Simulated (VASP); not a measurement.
SiO under changes of volume

One of the cells (14.702 Å³/atom); the others are scaled copies at fixed shape and fractional positions:

```
Si O
1.0
     0.00000    2.44976    2.44976
     2.44976    0.00000    2.44976
     2.44976    2.44976    0.00000
Si O
1 1
Direct
  0.75000 0.75000 0.75000
  0.00000 0.00000 0.00000
```

The cell was built by a generator and needn't be a form met in nature.

| Quantity | Value |
| --- | --- |
| Program | VASP 6.6.1 |
| Functional | PBE |
| Potentials or basis | VASP PAW PBE potentials, release 64 (Si, O) |
| Cutoff | 520 eV |
| k mesh | 9 × 9 × 9 |
| Occupations | fermi-dirac, width 0.05 eV |
| Spin | no spin polarisation |

```csv
volume (Å³/atom),energy over the lowest point (meV/atom),pressure (GPa)
13.837,4.37,2.7
14.125,0.49,1.3
14.702,0.00,-1.2
14.990,?,?
15.278,7.87,-3.3
```

What does the run at 14.990 Å³/atom give?

Energy over the lowest point 2.95 meV/atom; pressure -2.3 GPa.

Worked out: A Birch-Murnaghan fit of order 2 (a polynomial in V^(-2/3)) to the other rows has its minimum at 14.44 Å³/atom with B0 = V·E''(V) = 63 GPa. It gives 3.00 meV/atom at 14.990 Å³/atom, against the run's 2.95, and -dE/dV = -2.2 GPa, against -2.3.

Energies are extrapolated to zero smearing.
